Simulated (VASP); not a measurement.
Computed with PBE GGA, VASP's PBE PAW potentials (set 64) (plane waves; VASP).

VASP input:

POSCAR:
```
Lu
5.6443610
  0.3105093739  -0.5257957455   0.0000000000
  0.3105093739   0.5257957455   0.0000000000
  0.0000000000   0.0000000000   1.0000000000
Lu
2
direct
  0.3333330000   0.6666670000   0.2500000000
  0.6857080000   0.3523740000   0.7500000000
```

INCAR:
```
! general
SYSTEM  = Lu
PREC    = Accurate
ENCUT   = 400
LREAL   = .False.
LASPH   = .True.
ISYM    = -1

! electronic loop
EDIFF   = 1E-6
NELM    = 100
ALGO    = Normal
LMAXMIX = 6

! smearing
ISMEAR  = 1
SIGMA   = 0.1

! functional
GGA     = PE

! ions
ISIF    = 2

! output
LWAVE   = .False.
LCHARG  = .False.
```

KPOINTS:
```
K-points
0
G
11 11 6
```

POTCAR, in this order: Lu_3 (PBE.64 set). Program: vasp_std.

The resulting files:

OUTCAR:
```
 ion  position               nearest neighbor table
   1  0.333  0.667  0.250-   2 3.43   2 3.43   2 3.45   2 3.45   2 3.50   2 3.50
   2  0.686  0.352  0.750-   1 3.43   1 3.43   1 3.45   1 3.45   1 3.50   1 3.50
 Subroutine IBZKPT returns following result:
 Found    726 irreducible k-points:

 Following reciprocal coordinates:
            Coordinates               Weight
  0.000000  0.000000  0.000000      1.000000
  0.090909  0.000000  0.000000      1.000000
  0.181818 -0.000000  0.000000      1.000000
  0.272727  0.000000  0.000000      1.000000
  0.363636 -0.000000  0.000000      1.000000
  0.454545  0.000000  0.000000      1.000000
 -0.454545 -0.000000  0.000000      1.000000
 -0.363636  0.000000  0.000000      1.000000
 -0.272727 -0.000000  0.000000      1.000000
 -0.181818  0.000000  0.000000      1.000000
 -0.090909  0.000000  0.000000      1.000000
  0.000000  0.090909  0.000000      1.000000
  0.090909  0.090909  0.000000      1.000000
  0.181818  0.090909  0.000000      1.000000
  0.272727  0.090909  0.000000      1.000000
  0.363636  0.090909  0.000000      1.000000
  0.454545  0.090909  0.000000      1.000000
...
```

File OSZICAR:
```
       N       E                     dE             d eps       ncg     rms          rms(c)
DAV:   1     0.376957789083E+02    0.37696E+02   -0.79367E+03 35332   0.134E+03
DAV:   2    -0.680598828055E+01   -0.44502E+02   -0.43369E+02 31939   0.652E+02
DAV:   3    -0.878802214468E+01   -0.19820E+01   -0.18956E+01 32629   0.580E+01
DAV:   4    -0.888827292041E+01   -0.10025E+00   -0.95704E-01 34598   0.992E+00
DAV:   5    -0.889216542062E+01   -0.38925E-02   -0.38445E-02 31686   0.192E+00    0.253E+01
DAV:   6    -0.887850100476E+01    0.13664E-01   -0.35911E-02 31621   0.428E+00    0.150E+01
DAV:   7    -0.888495416352E+01   -0.64532E-02   -0.66391E-02 30168   0.562E+00    0.393E-01
DAV:   8    -0.888482120384E+01    0.13296E-03   -0.47064E-03 31399   0.993E-01    0.101E-01
DAV:   9    -0.888483137916E+01   -0.10175E-04   -0.20263E-04 32724   0.226E-01    0.300E-02
DAV:  10    -0.888482785541E+01    0.35237E-05   -0.14383E-05 32387   0.598E-02    0.144E-02
DAV:  11    -0.888482744967E+01    0.40575E-06   -0.11313E-06 18253   0.229E-02
   1 F= -.88848274E+01 E0= -.88852556E+01  d E =0.128434E-02
```

OUTCAR:
```
------------------------ aborting loop because EDIFF is reached ----------------------------------------
  FORCE on cell =-STRESS in cart. coord.  units (eV):
  Direction    XX          YY          ZZ          XY          YZ          ZX
  --------------------------------------------------------------------------------------
  Total        0.1464967      0.7389006     -0.7105437     -0.0725363      0.0000028     -0.0000045
  in kB        3.9973509     20.1618544    -19.3881004     -1.9792455      0.0000764     -0.0001218
  external PRESSURE =       1.5903683 kB  Pullay stress =       0.0000000 kB
  volume of cell :       58.72
      direct lattice vectors                 reciprocal lattice vectors
     1.752627000 -2.967781000  0.000000000     0.285286031 -0.168476043  0.000000000
     1.752627000  2.967781000  0.000000000     0.285286031  0.168476043  0.000000000
     0.000000000  0.000000000  5.644361000     0.000000000  0.000000000  0.177167973
 POSITION                                       TOTAL-FORCE (eV/Angst)
 -----------------------------------------------------------------------------------
      1.75263      0.98926      1.41109         0.099095      0.019132      0.000003
      1.81937     -0.98926      4.23327        -0.099095     -0.019132     -0.000003
 -----------------------------------------------------------------------------------
    total drift:                                0.000103     -0.000096      0.000007
  FREE ENERGIE OF THE ION-ELECTRON SYSTEM (eV)
  ---------------------------------------------------
  free  energy   TOTEN  =        -8.8848274497 eV

  energy  without entropy=       -8.8861117863  energy(sigma->0) =       -8.88525556
```
(Selected blocks of OUTCAR.)

The compound is Lu in the hcp structure. The cell was not relaxed at this level, atoms are displaced from their ideal sites. The run is one of a series of settings (ISYM = -1 against the base run), some of them coarse on purpose.
